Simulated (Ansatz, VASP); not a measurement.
## LiTi9: VASP beside Ansatz

One calculation is typed for both programs; each brings its own data sets and cutoff. How far apart do they land? The structure shown is the end of the VASP relaxation below.

Calculated with Ansatz 0.2.0; plane waves, with VASP 6.6.1 beside it; single point at LDA.

## 1. Starting point

The cell holds 20 atoms: 2 Li and 18 Ti. Cell: a = 5.880 Å, b = 5.880 Å, c = 23.300 Å, α = 90.0°, β = 90.0°, γ = 60.0°. It derives from Ti. As first built, before any earlier steps moved the atoms (in the runner's words): kind: overlayer; added: Li; how: quarter in the top layer, both faces;. Regions: layer 1, 4 atoms (3 Ti and 1 Li); layer 2, 4 atoms (4 Ti); layer 3, 4 atoms (4 Ti); other layers, 8 atoms (7 Ti and 1 Li). Vacuum lies along c.

## 2. VASP: relaxation, LDA

This run makes the geometry at which the two programs are then compared.

Lines of VASP's logs that name or quote its potential files are left out, and so is its time.

The input, INCAR:

```
SYSTEM = LiTi9
PREC = Normal
ENCUT = 500
EDIFF = 1E-05
NELM = 100
ISMEAR = 0
SIGMA = 0.1
LREAL = Auto
ALGO = Fast
GGA = CA
NBANDS = 137
LASPH = .TRUE.
LWAVE = .FALSE.
LCHARG = .FALSE.
KPAR = 2
NCORE = 4
IBRION = 2
NSW = 50
ISIF = 0
EDIFFG = -0.05
```

The input, POSCAR:

```
LiTi9
1.0
    5.8800000000      0.0000000000      0.0000000000
    2.9400000000      5.0922293743      0.0000000000
    0.0000000000      0.0000000000     23.3000000000
Li Ti
2 18
Selective dynamics
Direct
    0.0000000000      0.0000000000      0.6995708150  T T T
    0.0000000000      0.0000000000      0.3004291850  T T T
    0.5000000000      0.0000000000      0.6995708150  T T T
    0.0000000000      0.5000000000      0.6995708150  T T T
    0.5000000000      0.5000000000      0.6995708150  T T T
    0.8333333330      0.3333333330      0.5997854080  T T T
    0.3333333330      0.3333333330      0.5997854080  T T T
    0.8333333330      0.8333333330      0.5997854080  T T T
    0.3333333330      0.8333333330      0.5997854080  T T T
    0.0000000000      0.0000000000      0.5000000000  F F F
    0.5000000000      0.0000000000      0.5000000000  F F F
    0.0000000000      0.5000000000      0.5000000000  F F F
    0.5000000000      0.5000000000      0.5000000000  F F F
    0.8333333330      0.3333333330      0.4002145920  T T T
    0.3333333330      0.3333333330      0.4002145920  T T T
    0.8333333330      0.8333333330      0.4002145920  T T T
    0.3333333330      0.8333333330      0.4002145920  T T T
    0.5000000000      0.0000000000      0.3004291850  T T T
    0.0000000000      0.5000000000      0.3004291850  T T T
    0.5000000000      0.5000000000      0.3004291850  T T T
```

The input, KPOINTS:

```
Automatic mesh
0
Gamma
4 4 1
0 0 0
```

PAW data sets: Li_sv and Ti_sv (PBE family, release 64).

Launch:

```bash
mpirun -np 8 vasp_std
```

Numbers of over 12 decimals in the logs are rounded to 6 here.

The program printed:

```text
[banner, memory and clock lines left out]
running    8 mpi-ranks, on    1 nodes
 distrk:  each k-point on    4 cores,    2 groups
 distr:  one band on    4 cores,    1 groups

 POSCAR found type information on POSCAR LiTi
 POSCAR found :  2 types and      20 ions
|                                                                             |
|               ----> ADVICE to this user running VASP <----                  |
|                                                                             |
|     You enforced a specific xc type in the INCAR file but a different       |
|     [... a line on the potential file left out ...]
|     I HOPE YOU KNOW WHAT YOU ARE DOING!                                     |
|                                                                             |

 LDA part: xc-table for (Slater(with rela. corr.)+CA(PZ))
 , standard interpolation
 POSCAR, INCAR and KPOINTS ok, starting setup
 FFT: planning ... GRIDC
 FFT: planning ... GRID_SOFT
 FFT: planning ... GRID
 WAVECAR not read
 entering main loop
       N       E                     dE             d eps       ncg     rms          rms(c)
DAV:   1     0.300101810302E+04    0.30010E+04   -0.11440E+05  1144   0.170E+03
DAV:   2     0.269235708337E+03   -0.27318E+04   -0.26793E+04  1096   0.565E+02
DAV:   3    -0.815914903165E+02   -0.35083E+03   -0.33600E+03  1732   0.180E+02
DAV:   4    -0.168930809095E+03   -0.87339E+02   -0.85822E+02  1680   0.675E+01
DAV:   5    -0.178744063144E+03   -0.98133E+01   -0.97516E+01  1784   0.220E+01    0.380E+01
RMM:   6    -0.207593144826E+03   -0.28849E+02   -0.31833E+02  1466   0.438E+01    0.332E+01
RMM:   7    -0.160873856563E+03    0.46719E+02   -0.59673E+01  1372   0.237E+01    0.247E+01
RMM:   8    -0.152442223361E+03    0.84316E+01   -0.21625E+01  1497   0.128E+01    0.150E+01
RMM:   9    -0.148255563849E+03    0.41867E+01   -0.44381E+00  1566   0.629E+00    0.525E+00
RMM:  10    -0.148392208309E+03   -0.13664E+00   -0.40217E+00  1638   0.433E+00    0.285E+00
RMM:  11    -0.148516303702E+03   -0.12410E+00   -0.16725E+00  1628   0.372E+00    0.195E+00
RMM:  12    -0.148589378972E+03   -0.73075E-01   -0.10355E+00  1695   0.218E+00    0.174E+00
RMM:  13    -0.148605056843E+03   -0.15678E-01   -0.68752E-01  1672   0.174E+00    0.593E-01
RMM:  14    -0.148648582268E+03   -0.43525E-01   -0.51145E-01  1830   0.130E+00    0.461E-01
RMM:  15    -0.148674620176E+03   -0.26038E-01   -0.31803E-01  1857   0.105E+00    0.306E-01
RMM:  16    -0.148701169993E+03   -0.26550E-01   -0.27374E-01  1877   0.898E-01    0.240E-01
RMM:  17    -0.148718514683E+03   -0.17345E-01   -0.17727E-01  1892   0.784E-01    0.219E-01
RMM:  18    -0.148735254375E+03   -0.16740E-01   -0.17266E-01  1895   0.684E-01    0.126E-01
RMM:  19    -0.148746122176E+03   -0.10868E-01   -0.11502E-01  1892   0.620E-01    0.598E-02
WARNING in EDDRMM: call to ZHEGV failed, returncode =   6  3     51
RMM:  20    -0.148757133535E+03   -0.11011E-01   -0.10937E-01  1864   0.555E-01    0.372E-02
RMM:  21    -0.148764942625E+03   -0.78091E-02   -0.76813E-02  1835   0.511E-01    0.225E-02
RMM:  22    -0.148772497534E+03   -0.75549E-02   -0.73120E-02  1839   0.467E-01    0.290E-02
RMM:  23    -0.148778248847E+03   -0.57513E-02   -0.55097E-02  1775   0.431E-01    0.282E-02
RMM:  24    -0.148783388189E+03   -0.51393E-02   -0.53040E-02  1761   0.400E-01    0.465E-02
RMM:  25    -0.148787422079E+03   -0.40339E-02   -0.41401E-02  1761   0.374E-01    0.745E-02
RMM:  26    -0.148791206874E+03   -0.37848E-02   -0.39594E-02  1760   0.350E-01    0.889E-02
RMM:  27    -0.148794165736E+03   -0.29589E-02   -0.31306E-02  1760   0.328E-01    0.102E-01
RMM:  28    -0.148797359127E+03   -0.31934E-02   -0.31137E-02  1760   0.312E-01    0.147E-01
RMM:  29    -0.148799458034E+03   -0.20989E-02   -0.23935E-02  1759   0.292E-01    0.137E-01
RMM:  30    -0.148801701896E+03   -0.22439E-02   -0.23756E-02  1758   0.275E-01    0.151E-01
RMM:  31    -0.148803163583E+03   -0.14617E-02   -0.18054E-02  1758   0.261E-01    0.137E-01
RMM:  32    -0.148804792744E+03   -0.16292E-02   -0.18145E-02  1755   0.245E-01    0.141E-01
RMM:  33    -0.148805958101E+03   -0.11654E-02   -0.13939E-02  1751   0.232E-01    0.136E-01
RMM:  34    -0.148806913927E+03   -0.95583E-03   -0.13616E-02  1763   0.221E-01    0.106E-01
RMM:  35    -0.148807480085E+03   -0.56616E-03   -0.10320E-02  1820   0.216E-01    0.322E-02
RMM:  36    -0.148808390787E+03   -0.91070E-03   -0.99405E-03  1770   0.200E-01    0.124E-02
RMM:  37    -0.148809133939E+03   -0.74315E-03   -0.78328E-03  1745   0.185E-01    0.195E-02
RMM:  38    -0.148809924644E+03   -0.79070E-03   -0.81769E-03  1738   0.175E-01    0.359E-02
RMM:  39    -0.148810525914E+03   -0.60127E-03   -0.65177E-03  1702   0.165E-01    0.407E-02
RMM:  40    -0.148811152989E+03   -0.62708E-03   -0.66918E-03  1670   0.157E-01    0.464E-02
[...]
step:   2.9006(harm=  4.1587)  dis= 0.03269  next Energy=  -150.317904 (dE=-0.265E-01)
 bond charge predicted
       N       E                     dE             d eps       ncg     rms          rms(c)
DAV:   1    -0.150146439065E+03    0.16670E+00   -0.68319E+00  1290   0.226E+01    0.808E-01
RMM:   2    -0.150299568765E+03   -0.15313E+00   -0.16202E+00  1304   0.495E+00    0.745E-01
RMM:   3    -0.150325600573E+03   -0.26032E-01   -0.28593E-01  1595   0.200E+00    0.731E-01
RMM:   4    -0.150316492473E+03    0.91081E-02   -0.48476E-02  1781   0.851E-01    0.363E-01
RMM:   5    -0.150316358696E+03    0.13378E-03   -0.20745E-02  1812   0.450E-01    0.293E-01
RMM:   6    -0.150315367977E+03    0.99072E-03   -0.10616E-02  1670   0.370E-01    0.125E-01
RMM:   7    -0.150315870388E+03   -0.50241E-03   -0.78857E-03  1752   0.282E-01    0.848E-02
RMM:   8    -0.150316123106E+03   -0.25272E-03   -0.44056E-03  1776   0.217E-01    0.323E-02
RMM:   9    -0.150316470063E+03   -0.34696E-03   -0.41694E-03  1744   0.180E-01    0.209E-02
RMM:  10    -0.150316685016E+03   -0.21495E-03   -0.25908E-03  1727   0.160E-01    0.116E-02
RMM:  11    -0.150316906999E+03   -0.22198E-03   -0.25517E-03  1702   0.144E-01    0.906E-03
RMM:  12    -0.150317051089E+03   -0.14409E-03   -0.17208E-03  1689   0.131E-01    0.797E-03
RMM:  13    -0.150317195432E+03   -0.14434E-03   -0.16928E-03  1672   0.120E-01    0.590E-03
RMM:  14    -0.150317292838E+03   -0.97406E-04   -0.11864E-03  1666   0.111E-01    0.371E-03
[...]
RMM:  27    -0.150317818276E+03   -0.14153E-04   -0.21824E-04  1333   0.474E-02    0.821E-03
RMM:  28    -0.150317828329E+03   -0.10052E-04   -0.17512E-04  1316   0.450E-02    0.850E-03
RMM:  29    -0.150317838732E+03   -0.10403E-04   -0.17578E-04  1285   0.427E-02    0.894E-03
RMM:  30    -0.150317845717E+03   -0.69853E-05   -0.14269E-04  1281   0.409E-02    0.917E-03
RMM:  31    -0.150317852585E+03   -0.68680E-05   -0.13805E-04  1220   0.386E-02    0.957E-03
RMM:  32    -0.150317857369E+03   -0.47836E-05   -0.11503E-04  1230   0.368E-02    0.984E-03
RMM:  33    -0.150317861684E+03   -0.43157E-05   -0.11110E-04  1180   0.351E-02    0.102E-02
RMM:  34    -0.150317864287E+03   -0.26025E-05   -0.92696E-05  1149   0.334E-02
  13 F= -.15031786E+03 E0= -.15025855E+03  d E =-.264720E-01
[...]
WARNING in EDDRMM: call to ZHEGV failed, returncode =   8  4     76
[...]
14 F= -.15032204E+03 E0= -.15026209E+03  d E =-.417169E-02
[...]
WARNING in EDDRMM: call to ZHEGV failed, returncode =   6  3     58
[...]
WARNING in EDDRMM: call to ZHEGV failed, returncode =   6  3     75
[...]
15 F= -.15032249E+03 E0= -.15026275E+03  d E =-.462410E-02
 curvature:  -1.40 expect dE=-0.220E-02 dE for cont linesearch -0.102E-03
 ZBRENT: interpolating
 opt :   1.6275  next Energy=  -150.322562 (dE=-0.470E-02)
 bond charge predicted
       N       E                     dE             d eps       ncg     rms          rms(c)
DAV:   1    -0.150321242373E+03    0.12399E-02   -0.62975E-02  1384   0.185E+00    0.788E-02
RMM:   2    -0.150322613685E+03   -0.13713E-02   -0.12806E-02  1294   0.401E-01    0.115E-01
RMM:   3    -0.150322560074E+03    0.53611E-04   -0.21302E-03  1370   0.165E-01    0.542E-02
RMM:   4    -0.150322526679E+03    0.33394E-04   -0.43400E-04  1523   0.776E-02    0.273E-02
RMM:   5    -0.150322531317E+03   -0.46379E-05   -0.15452E-04  1330   0.403E-02    0.252E-02
RMM:   6    -0.150322523573E+03    0.77444E-05   -0.70591E-05  1185   0.289E-02
  16 F= -.15032252E+03 E0= -.15026273E+03  d E =-.465929E-02
 curvature:  -1.01 expect dE=-0.117E-02 dE for cont linesearch -0.754E-04
 trial: gam= 0.10776 g(F)=  0.116E-02 g(S)=  0.000E+00 ort =-0.966E-03 (trialstep = 0.195E+01)
 search vector abs. value=  0.109E-02
 reached required accuracy - stopping structural energy minimisation
```

From OUTCAR (step 2):

```text
ion  position               nearest neighbor table
   1  0.000  0.000  0.700-
   2  0.000  0.000  0.300-
   3  0.500  0.000  0.700-   8 2.88   7 2.88   9 2.88
   4  0.000  0.500  0.700-   7 2.88   8 2.88   6 2.88
   5  0.500  0.500  0.700-   6 2.88   9 2.88   7 2.88
   6  0.833  0.333  0.600-   5 2.88   4 2.88  13 2.88  10 2.88  12 2.88
   7  0.333  0.333  0.600-   4 2.88   3 2.88   5 2.88  12 2.88  11 2.88  13 2.88
   8  0.833  0.833  0.600-   3 2.88   4 2.88  11 2.88  12 2.88  10 2.88
   9  0.333  0.833  0.600-   5 2.88   3 2.88  10 2.88  13 2.88  11 2.88
  10  0.000  0.000  0.500-   9 2.88  17 2.88  14 2.88   6 2.88  16 2.88   8 2.88
  11  0.500  0.000  0.500-   8 2.88  16 2.88  15 2.88   7 2.88   9 2.88  17 2.88
  12  0.000  0.500  0.500-   7 2.88  15 2.88   8 2.88  16 2.88   6 2.88  14 2.88
  13  0.500  0.500  0.500-   6 2.88  14 2.88   9 2.88  17 2.88  15 2.88   7 2.88
  14  0.833  0.333  0.400-  20 2.88  19 2.88  13 2.88  10 2.88  12 2.88
  15  0.333  0.333  0.400-  19 2.88  18 2.88  20 2.88  12 2.88  11 2.88  13 2.88
  16  0.833  0.833  0.400-  18 2.88  19 2.88  11 2.88  12 2.88  10 2.88
  17  0.333  0.833  0.400-  20 2.88  18 2.88  10 2.88  13 2.88  11 2.88
  18  0.500  0.000  0.300-  16 2.88  15 2.88  17 2.88
  19  0.000  0.500  0.300-  15 2.88  16 2.88  14 2.88
  20  0.500  0.500  0.300-  14 2.88  17 2.88  15 2.88

  LATTYP: Found a hexagonal cell.
 ALAT       =     5.8800000000
 C/A-ratio  =     3.9625850340

 Subroutine GETGRP returns: Found 12 space group operations
 (whereof 12 operations were pure point group operations)

The static configuration has the point symmetry D_3h.

 Found      4 irreducible k-points:

   k-points           NKPTS =      4   k-points in BZ     NKDIM =      4   number of bands    NBANDS=    137

   dimension x,y,z NGX =    32 NGY =   32 NGZ =  128
   dimension x,y,z NGXF=    64 NGYF=   64 NGZF=  256

   ENCUT  =  500.0 eV  36.75 Ry    6.06 a.u.  10.72 10.72 42.48*2*pi/ulx,y,z

   NELECT =     222.0000    total number of electrons

 k-points in reciprocal lattice and weights: Automatic mesh
   0.00000000  0.00000000  0.00000000       0.062
   0.25000000  0.00000000  0.00000000       0.375
   0.50000000  0.00000000  0.00000000       0.188
   0.50000000  0.25000000  0.00000000       0.375

 average (electrostatic) potential at core
       1 -62.3659       2 -62.3659       3 -78.3825       4 -78.3825       5 -78.3825
       6 -78.2861       7 -78.0948       8 -78.2861       9 -78.2861      10 -78.3353
      11 -78.3325      12 -78.3325      13 -78.3325      14 -78.2861      15 -78.0948
      16 -78.2861      17 -78.2861      18 -78.3825      19 -78.3825      20 -78.3825

 E-fermi :   1.6077

 k-point     1 :       0.0000    0.0000    0.0000
  band No.  band energies     occupation
    ...
    104       1.0013      2.00000
    105       1.1639      2.00000
    106       1.1639      2.00000
    107       1.5578      1.51889
    108       1.6346      0.70346
    109       1.8910      0.00006
    110       1.8910      0.00006
    111       2.0061      0.00000
    112       2.0306      0.00000
    113       2.0306      0.00000
    ...

 k-point     2 :       0.2500    0.0000    0.0000
  band No.  band energies     occupation
    ...
    104       1.1241      2.00000
    105       1.2032      2.00000
    106       1.3079      1.99998
    107       1.4219      1.99139
    108       1.5524      1.56560
    109       1.6772      0.32505
    110       1.6935      0.22456
    111       1.7771      0.01655
    112       1.8600      0.00036
    113       1.8951      0.00005
    ...

 k-point     3 :       0.5000    0.0000    0.0000
  band No.  band energies     occupation
    ...
    110       1.3429      1.99982
    111       1.3956      1.99730
    112       1.4947      1.88991
    113       1.5448      1.62588
    114       1.6009      1.07556
    115       1.7019      0.18253
    116       1.8106      0.00410
    117       1.8925      0.00006
    118       1.9260      0.00001
    119       1.9710      0.00000
    ...

  energy-cutoff  :      500.00
  volume of cell :      697.66
      direct lattice vectors                 reciprocal lattice vectors
     5.880000000  0.000000000  0.000000000     0.170068027 -0.098188821  0.000000000
     2.940000000  5.092229374  0.000000000     0.000000000  0.196377643  0.000000000
     0.000000000  0.000000000 23.300000000     0.000000000  0.000000000  0.042918455

 POSITION                                       TOTAL-FORCE (eV/Angst)
 -----------------------------------------------------------------------------------
      0.00000      0.00000     16.43204        -0.000000     -0.000000     -0.005503
      0.00000      0.00000      6.86796        -0.000000     -0.000000      0.005503
      2.94000      0.09590     15.89370        -0.000000      0.018470      0.037257
      1.55305      2.49816     15.89370         0.015995     -0.009235      0.037257
      4.32695      2.49816     15.89370        -0.015995     -0.009235      0.037257
      5.88000      1.68512     13.90258        -0.000000     -0.046174     -0.009604
      2.94000      1.69741     13.78795        -0.000000     -0.000000     -0.009588
      7.36064      4.24967     13.90258         0.039988      0.023087     -0.009604
      4.39936      4.24967     13.90258        -0.039988      0.023087     -0.009604
      0.00000      0.00000     11.65000        -0.000000     -0.000000      0.000000
      2.94000      0.00000     11.65000         0.000000     -0.344726      0.000000
      1.47000      2.54611     11.65000        -0.298542      0.172363      0.000000
      4.41000      2.54611     11.65000         0.298542      0.172363      0.000000
      5.88000      1.68512      9.39742        -0.000000     -0.046174      0.009604
      2.94000      1.69741      9.51205        -0.000000     -0.000000      0.009588
      7.36064      4.24967      9.39742         0.039988      0.023087      0.009604
      4.39936      4.24967      9.39742        -0.039988      0.023087      0.009604
      2.94000      0.09590      7.40630        -0.000000      0.018470     -0.037257
      1.55305      2.49816      7.40630         0.015995     -0.009235     -0.037257
      4.32695      2.49816      7.40630        -0.015995     -0.009235     -0.037257
 -----------------------------------------------------------------------------------
    total drift:                                0.000062      0.000036     -0.000003

  FREE ENERGIE OF THE ION-ELECTRON SYSTEM (eV)
  ---------------------------------------------------
  free  energy   TOTEN  =      -150.3225235730 eV

  energy  without entropy=     -150.2029352416  energy(sigma->0) =     -150.26272941

 reached required accuracy - stopping structural energy minimisation

[... 1 further part left out ...]
```

CONTCAR:

```
LiTi9
   1.00000000000000
     5.8799999999999999    0.0000000000000000    0.0000000000000000
     2.9399999999999999    5.0922293743000004    0.0000000000000000
     0.0000000000000000    0.0000000000000000   23.3000000000000007
  Li              Ti
     2    18
Selective dynamics
Direct
     0.0000000000000000    0.0000000000000000    0.7052379435871584   T   T   T
     0.0000000000000000    0.0000000000000000    0.2947620564128414   T   T   T
     0.4905836373141891    0.0188327253716218    0.6821332139004710   T   T   T
     0.0188327253716218    0.4905836373141891    0.6821332139004710   T   T   T
     0.4905836373141891    0.4905836373141891    0.6821332139004710   T   T   T
     0.8345395856509309    0.3309208276981345    0.5966773394866807   T   T   T
     0.3333333329999988    0.3333333329999988    0.5917573184930603   T   T   T
     0.8345395856509309    0.8345395856509309    0.5966773394866807   T   T   T
     0.3309208276981345    0.8345395856509309    0.5966773394866807   T   T   T
     0.0000000000000000    0.0000000000000000    0.5000000000000000   F   F   F
     0.5000000000000000    0.0000000000000000    0.5000000000000000   F   F   F
     0.0000000000000000    0.5000000000000000    0.5000000000000000   F   F   F
     0.5000000000000000    0.5000000000000000    0.5000000000000000   F   F   F
     0.8345395856509309    0.3309208276981345    0.4033226605133195   T   T   T
     0.3333333329999988    0.3333333329999988    0.4082426815069399   T   T   T
     0.8345395856509309    0.8345395856509309    0.4033226605133195   T   T   T
     0.3309208276981345    0.8345395856509309    0.4033226605133195   T   T   T
     0.4905836373141891    0.0188327253716218    0.3178667860995291   T   T   T
     0.0188327253716218    0.4905836373141891    0.3178667860995291   T   T   T
     0.4905836373141891    0.4905836373141891    0.3178667860995291   T   T   T
```

The PAW data sets were made with PBE, though LDA sets exist; this is a small mismatch. The run keeps the 12 symmetry operations of its start, so it cannot find a distortion of lower symmetry.

[end of part 1 of 2]

[Lines on the potential files, build, host, timing and source positions are cut from VASP's logs without a mark.]

[Logs are printed without paths, hosts, clocks, repeated set-up lines and the standing remarks that a program may print on its own settings, such as how far it seeks lower states.]

[Hosts, paths, dates, database ids (printed as entryN), source tags and the programs' standing remarks are cut or masked in the printed files.]

[VASP's PBE data sets in a run with another functional are called a small mismatch above; for pressures it isn't always small: they can move by 1 GPa and more.]
